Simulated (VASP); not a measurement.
Crystal: InAs.

```
In As
1.0
     0.00000    3.01800    3.01800
     3.01800    0.00000    3.01800
     3.01800    3.01800    0.00000
In As
1 1
Direct
  0.00000 0.00000 0.00000
  0.25000 0.25000 0.25000
```

```yaml
Program: VASP 6.6.1
Task: relaxation of cell and atoms
Functional: PBE
Potentials_or_basis: VASP PAW PBE potentials, release 64 (In_d, As)
Cutoff: 520 eV
k_mesh: 10 × 10 × 10
Occupations: gaussian, width 0.02 eV
Spin: no spin polarisation
```

At the start: pressure 4.3 GPa; volume 27.49 Å³/atom.

Problem. Where does the relaxation end?

Solution. Over 3 steps the energy falls by 27.0 meV/atom and the volume is 29.62 Å³/atom (+7.8 %); space group F-43m (No. 216, to 0.05 Å).

Step by step:
```csv
step,energy change (eV),largest force (eV/Å),pressure (GPa),volume (Å³)
1,0.0000,0.0000,4.35,54.98
2,-0.0455,0.0000,-1.39,61.13
3,-0.0539,0.0000,0.01,59.24
```

Final structure:
```
In As
1.0
     0.00000    3.09408    3.09408
     3.09408    0.00000    3.09408
     3.09408    3.09408    0.00000
In As
1 1
Cartesian
  0.0000 0.0000 0.0000
  1.5470 1.5470 1.5470
```
